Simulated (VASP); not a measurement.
Consider the following.

```xyz
2
Lattice="2.7923 0.0000 0.0000 0.0000 2.7923 0.0000 0.0000 0.0000 2.8205" Properties=species:S:1:pos:R:3 pbc="T T T"
Al     1.3962     1.3962     1.4103
Co     0.0000     0.0000     0.0000
```

Computed with r2SCAN meta-GGA, VASP's PBE PAW potentials (set 64) (plane waves; VASP). Numerical set-up: 480 eV cut-off, 12×12×12 Γ-centred mesh, first-order Methfessel-Paxton smearing of 0.10 eV, potentials Al Co.

Give the stress tensor in GPa (positive for a compressed cell).

```
5.21  0.00  0.00
0.00  5.21  0.00
0.00  0.00  2.81
```
The pressure is its mean diagonal, 4.41 GPa.

The compound is CoAl in the CsCl type structure. This cell was strained or had an atom moved on purpose. The run is not spin-polarised, so no magnetic state was tried.
